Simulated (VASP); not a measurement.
An input for Quantum ESPRESSO's pw.x (written as the equivalent of a VASP run, and not itself run):

```
&CONTROL
  calculation = 'scf'
  pseudo_dir = './pseudo'
  outdir = './out'
  tprnfor = .true.
  tstress = .true.
/
&SYSTEM
  ibrav = 0
  nat = 2
  ntyp = 2
  ecutwfc = 102
  occupations = 'tetrahedra'
  input_dft = 'vdw-df-cx'
/
&ELECTRONS
  conv_thr = 7.3e-09
  electron_maxstep = 100
/
ATOMIC_SPECIES
  Cd 112.414 Cd.upf
  O 15.999 O.upf
CELL_PARAMETERS angstrom
     0.0000000    2.3587592    2.3587592
     2.3587592    0.0000000    2.3587592
     2.3587592    2.3587592    0.0000000
ATOMIC_POSITIONS crystal
  Cd   0.0000000  0.0000000  0.0000000
  O    0.5000000  0.5000000  0.5000000
K_POINTS automatic
  15 15 15 0 0 0
```

Q: Write the VASP files for the same calculation (vdW-DF-cx).

A: Several could match; the one computed here: 
KPOINTS:
```
Automatic mesh
0
Gamma
15 15 15
0 0 0
```

### INCAR
```
! general
SYSTEM   = CdO
PREC     = Accurate
ENCUT    = 520
LREAL    = .FALSE.
LASPH    = .TRUE.

! electronic loop
EDIFF    = 1E-7
NELM     = 100
ALGO     = Normal
LMAXMIX  = 4

! smearing
ISMEAR   = -5

! functional
GGA      = CX
LUSE_VDW = .TRUE.
AGGAC    = 0.0

! ions
ISIF     = 2

! output
LWAVE    = .FALSE.
LCHARG   = .TRUE.
LORBIT   = 11
NEDOS    = 601
```

File POSCAR:
```
CdO
1
    0.0000000000     2.3587591537     2.3587591537
    2.3587591537     0.0000000000     2.3587591537
    2.3587591537     2.3587591537     0.0000000000
Cd O
1 1
Direct
  0.0000000000   0.0000000000   0.0000000000
  0.5000000000   0.5000000000   0.5000000000
```

POTCAR, in this order: Cd O (PBE.64 set). Program: vasp_std.

Limits of the translation: the potentials are each code's own (VASP's PAW set, PseudoDojo norm-conserving files in pw.x), so ENCUT and ecutwfc are chosen apart and not converted; conv_thr bounds pw.x's estimated SCF error, while EDIFF bounds the energy change between steps.

The compound is CdO in the rock salt structure. It was relaxed first.
